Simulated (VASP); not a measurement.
VASP ran on this input.

**KPOINTS**
```
Automatic mesh
0
Gamma
6 6 4
0 0 0
```

POSCAR:
```
Mg3Sb2
1
    2.2881175715    -3.9631360480    -0.0000000000
    2.2881175715     3.9631360480    -0.0000000000
    0.0000000000    -0.0000000000     7.2385690066
Mg Sb
3 2
Direct
  0.0000000000   0.0000000000   0.0000000000
  0.3333330000   0.6666670000   0.6326457075
  0.6666670000   0.3333330000   0.3673542925
  0.3333330000   0.6666670000   0.2254545519
  0.6666670000   0.3333330000   0.7745454481
```

**INCAR**
```
# general
SYSTEM  =Mg3Sb2
PREC    =Accurate
ENCUT   =520   # plane-wave cut-off (eV)
LREAL   =.FALSE.   # projection in real space or not
LASPH   =.TRUE.   # aspherical one-centre terms

# electronic loop
EDIFF   =1E-7
NELM    =100
ALGO    =Normal
LMAXMIX =4

# smearing
ISMEAR  =-5   # tetrahedra, Bloechl

# functional
GGA     =MK
LUSE_VDW=.TRUE.
AGGAC   =0.0
PARAM1  =0.1234568
PARAM2  =0.7114
ZAB_VDW =-1.8867

# ions
ISIF    =2   # forces and stress, cell fixed

# output
LWAVE   =.FALSE.
LCHARG  =.TRUE.
LORBIT  =11   # lm-projected
NEDOS   =601

# other
LEFG    =.TRUE.
```

POTCAR, in this order: Mg Sb (PBE.64 set). Program: vasp_std.

Problem. Write an equivalent input for Quantum ESPRESSO's pw.x.

Solution. One equivalent input (not run):
```
&CONTROL
  calculation = 'scf'
  pseudo_dir = './pseudo'
  outdir = './out'
  tprnfor = .true.
  tstress = .true.
/
&SYSTEM
  ibrav = 0
  nat = 5
  ntyp = 2
  ecutwfc = 84
  occupations = 'tetrahedra'
  input_dft = 'vdw-df2-b86r'
/
&ELECTRONS
  conv_thr = 7.3e-09
  electron_maxstep = 100
/
ATOMIC_SPECIES
  Mg 24.305 Mg.upf
  Sb 121.760 Sb.upf
CELL_PARAMETERS angstrom
     2.2881176   -3.9631360   -0.0000000
     2.2881176    3.9631360   -0.0000000
     0.0000000   -0.0000000    7.2385690
ATOMIC_POSITIONS crystal
  Mg   0.0000000  0.0000000  0.0000000
  Mg   0.3333330  0.6666670  0.6326457
  Mg   0.6666670  0.3333330  0.3673543
  Sb   0.3333330  0.6666670  0.2254546
  Sb   0.6666670  0.3333330  0.7745454
K_POINTS automatic
  6 6 4 0 0 0
```
Limits of the translation: the potentials are each code's own (VASP's PAW set, PseudoDojo norm-conserving files in pw.x), so ENCUT and ecutwfc are chosen apart and not converted; conv_thr bounds pw.x's estimated SCF error, while EDIFF bounds the energy change between steps; the field gradients of LEFG aren't asked of the other code.

The compound is Mg3Sb2 in the a-la2o3 structure. It was relaxed first.
